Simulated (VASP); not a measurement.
An input for Quantum ESPRESSO's pw.x (written as the equivalent of a VASP run, and not itself run):

```
&CONTROL
  calculation = 'scf'
  pseudo_dir = './pseudo'
  outdir = './out'
  tprnfor = .true.
  tstress = .true.
/
&SYSTEM
  ibrav = 0
  nat = 3
  ntyp = 2
  ecutwfc = 86
  occupations = 'smearing'
  smearing = 'gaussian'
  degauss = 0.003675
  input_dft = 'pbe'
/
&ELECTRONS
  conv_thr = 7.3e-08
  electron_maxstep = 100
/
ATOMIC_SPECIES
  Mo 95.950 Mo.upf
  Se 78.971 Se.upf
CELL_PARAMETERS angstrom
     1.6602605    0.9585520    7.0568866
    -1.6602605    0.9585520    7.0568866
     0.0000000   -1.9171040    7.0568866
ATOMIC_POSITIONS crystal
  Mo   0.6667679  0.6667679  0.6667679
  Se   0.4123459  0.4123459  0.4123459
  Se   0.2545562  0.2545562  0.2545562
K_POINTS automatic
  6 6 6 0 0 0
```

Q: Write the VASP files for the same calculation (PBE).

A: Several could match; the one computed here: 
File POSCAR:
```
MoSe2
1
    1.6602604942     0.9585519819     7.0568866473
   -1.6602604942     0.9585519819     7.0568866473
    0.0000000000    -1.9171039638     7.0568866473
Mo Se
1 2
Direct
  0.6667679344   0.6667679344   0.6667679344
  0.4123458860   0.4123458860   0.4123458860
  0.2545561795   0.2545561795   0.2545561795
```

**INCAR**
```
# general
SYSTEM   =  MoSe2
PREC     =  Accurate
ENCUT    =  400   # plane-wave cut-off (eV)
LREAL    =  .False.
LASPH    =  .True.

# electronic loop
EDIFF    =  1E-6   # SCF stop (eV)
NELM     =  100   # most electronic steps
ALGO     =  Normal   # blocked Davidson
LMAXMIX  =  4   # l cut-off of mixed one-centre charges

# smearing
ISMEAR   =  0   # Gaussian
SIGMA    =  0.05   # width (eV)

# functional
GGA      =  PE   # PBE

# output
LWAVE    =  .True.
LCHARG   =  .False.
```

### KPOINTS
```
kpoints
0
G
6 6 6
0 0 0
```

POTCAR, in this order: Mo_sv Se (PBE.64 set). Program: vasp_std.

The two are equivalent in intent, not identical: the potentials are each code's own (VASP's PAW set, PseudoDojo norm-conserving files in pw.x), so ENCUT and ecutwfc are chosen apart and not converted; conv_thr bounds pw.x's estimated SCF error, while EDIFF bounds the energy change between steps.

The structure comes from a computed database's MoSe2 entry (R3m); how it stands against other phases isn't given here. It was relaxed first.
